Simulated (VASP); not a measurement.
These are PBE GGA, VASP's PBE PAW potentials (set 64) (plane waves; VASP) values and carry that method's errors.

VASP input:

INCAR:
```
SYSTEM = Mo
PREC = Accurate
ENCUT = 480
EDIFF = 1E-7
NELM = 100
ALGO = Normal
LREAL = .FALSE.
LASPH = .TRUE.
ISMEAR = 1
SIGMA = 0.1
GGA = PE
LMAXMIX = 4
LWAVE = .FALSE.
LCHARG = .FALSE.
ISIF = 2
```

### POSCAR
```
Mo
3.2548030
 -0.4999999728   0.4999999728   0.4999999728
  0.4999999728  -0.4999999728   0.4999999728
  0.4999999728   0.4999999728  -0.4999999728
Mo
1
direct
  0.0000000000   0.0000000000   0.0000000000
```

### KPOINTS
```
Automatic mesh
0
Gamma
16 16 16
```

POTCAR, in this order: Mo_sv (PBE.64 set). Program: vasp_std.

Question: Predict the energy per atom (σ→0), pressure, band gap (on the k-mesh).

Answer: 
```
Quantity                                                     Value
------------------------  ----------------------------------------
energy per atom (σ→0)                              -10.850 eV/atom
band gap (on the k-mesh)  none (metal, semimetal or under 0.01 eV)
pressure                                                -18.73 GPa
```

**OSZICAR**
```
...
DAV:   7    -0.108535161682E+02    0.78112E-01   -0.21813E-01  3716   0.506E+00    0.116E+00
DAV:   8    -0.108502370596E+02    0.32791E-02   -0.56410E-03  3331   0.109E+00    0.225E-01
DAV:   9    -0.108501581416E+02    0.78918E-04   -0.52550E-04  3621   0.277E-01    0.580E-02
DAV:  10    -0.108501663003E+02   -0.81587E-05   -0.18984E-05  3520   0.567E-02    0.206E-03
DAV:  11    -0.108501665283E+02   -0.22798E-06   -0.10367E-07  2649   0.389E-03    0.120E-03
DAV:  12    -0.108501664165E+02    0.11180E-06   -0.18554E-08  1904   0.205E-03    0.530E-05
DAV:  13    -0.108501664294E+02   -0.12888E-07   -0.15177E-09  1802   0.497E-04
   1 F= -.10850166E+02 E0= -.10850165E+02  d E =-.324623E-05
```

The compound is Mo in the bcc structure. This cell was strained or had an atom moved on purpose.
